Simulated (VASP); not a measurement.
A convergence study with VASP on C (graphite): a few settings are varied, all else stays as given below, so the limit is that of these other settings. The cell's lengths are 1 % over those of the tabulated start and one atom is moved, so it is off equilibrium.

```yaml
crystal:
  lattice:
    - [1.24230, -2.15173, 0.00000]
    - [1.24230, 2.15173, 0.00000]
    - [0.00000, 0.00000, 6.77710]
  atoms:
    - { symbol: C, position: [0.00000, 0.00000, 0.25000] }
    - { symbol: C, position: [0.00000, 0.00000, 0.75000] }
    - { symbol: C, position: [0.33333, 0.66667, 0.25000] }
    - { symbol: C, position: [0.69106, 0.35772, 0.75000] }
```

Computed with PBEsol GGA, VASP's PBE PAW potentials (set 64) (plane waves; VASP). The last row used: 700 eV cut-off, 12×12×4 Γ-centred mesh, first-order Methfessel-Paxton smearing of 0.10 eV, potentials C.

| setting | E (eV/atom) | pressure (GPa) | largest force (eV/Å) | electronic steps |
|---|---|---|---|---|
| ALGO = Normal, EDIFF = 1E-2 | -9.6185 | -6.30 | 3.069 | 8 |
| ALGO = Normal, EDIFF = 1E-3 | -9.6184 | -6.87 | 3.080 | 9 |
| ALGO = Normal, EDIFF = 1E-4 | -9.6185 | -7.10 | 3.086 | 11 |
| ALGO = Normal, EDIFF = 1E-5 | -9.6185 | -7.11 | 3.086 | 11 |
| ALGO = Normal, EDIFF = 1E-6 | -9.6185 | -7.11 | 3.085 | 12 |
| ALGO = Normal, EDIFF = 1E-8 | -9.6185 | -7.11 | 3.085 | 16 |
| ALGO = Normal, EDIFF = 1E-9 | -9.6185 | -7.11 | 3.085 | 18 |
| ALGO = Fast, EDIFF = 1E-2 | -9.6184 | -6.39 | 3.079 | 10 |
| ALGO = Fast, EDIFF = 1E-3 | -9.6186 | -7.76 | 3.090 | 11 |
| ALGO = Fast, EDIFF = 1E-4 | -9.6185 | -7.02 | 3.084 | 17 |
| ALGO = Fast, EDIFF = 1E-5 | -9.6185 | -7.02 | 3.084 | 17 |
| ALGO = Fast, EDIFF = 1E-6 | -9.6185 | -7.15 | 3.085 | 20 |
| ALGO = Fast, EDIFF = 1E-7 | -9.6185 | -7.13 | 3.085 | 22 |
| ALGO = Fast, EDIFF = 1E-8 | -9.6185 | -7.12 | 3.085 | 25 |
| ALGO = Fast, EDIFF = 1E-9 | -9.6185 | -7.11 | 3.085 | 25 |
| ALGO = All, EDIFF = 1E-2 | -9.6183 | -7.20 | 3.094 | 10 |
| ALGO = All, EDIFF = 1E-3 | -9.6185 | -7.15 | 3.088 | 11 |
| ALGO = All, EDIFF = 1E-4 | -9.6185 | -7.11 | 3.085 | 12 |
| ALGO = All, EDIFF = 1E-5 | -9.6185 | -7.11 | 3.085 | 14 |
| ALGO = All, EDIFF = 1E-6 | -9.6185 | -7.11 | 3.085 | 15 |
| ALGO = All, EDIFF = 1E-7 | -9.6185 | -7.11 | 3.085 | 17 |
| ALGO = All, EDIFF = 1E-8 | -9.6185 | -7.11 | 3.085 | 18 |
| ALGO = All, EDIFF = 1E-9 | -9.6185 | -7.11 | 3.085 | 21 |

Left out are rungs that failed or repeat a setting and relaxations that didn't move; long series are thinned to 24 rows.

The compound is C in the graphite structure. The cell was not relaxed at this level, it is distorted from the ideal structure.
